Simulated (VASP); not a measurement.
Input of a VASP 6.6.1 run:

Contents of INCAR:

```
SYSTEM = OsO3
ALGO = Fast
EDIFF = 1E-6
EDIFFG = -0.005
ENCUT = 600
GGA = PE
IBRION = 2
ISIF = 3
ISMEAR = 0
LASPH = .TRUE.
LCHARG = .FALSE.
LREAL = .FALSE.
LWAVE = .FALSE.
NELM = 80
NSW = 40
PREC = Accurate
SIGMA = 0.05
```

KPOINTS

```
k-points
0
G
  10 10 4
  0 0 0
```

Contents of POSCAR:

```
OsO3
1.0
    2.7545844600      0.0000000000      0.0000000000
    0.0000000000      2.7545844600      0.0000000000
    0.0000000000      0.0000000000      6.9795482800
Os O
1 3
Direct
    0.0000000000      0.0000000000      0.0000000000
    0.5000000000      0.5000000000      0.7661913000
    0.0000000000      0.0000000000      0.5000000000
    0.5000000000      0.5000000000      0.2338087000
```

Potentials or basis: VASP PAW PBE potentials, release 64 (Os, O).

Run with:

```bash
$ cat potpaw_PBE.64/Os/POTCAR potpaw_PBE.64/O/POTCAR > POTCAR
$ mpirun -np 1 vasp_std > vasp.out
```

(1) What does it give for the band gap on the k mesh?

(2) Estimate the space group after relaxing (to 0.05 Å).

(3) What does it give for the relaxed cell?

Answers

(1) none (metal or under the smearing width).

(2) P4/mmm (No. 123).

(3) a = 2.593 Å, b = 2.593 Å, c = 6.522 Å, α = 90.00°, β = 90.00°, γ = 90.00°.
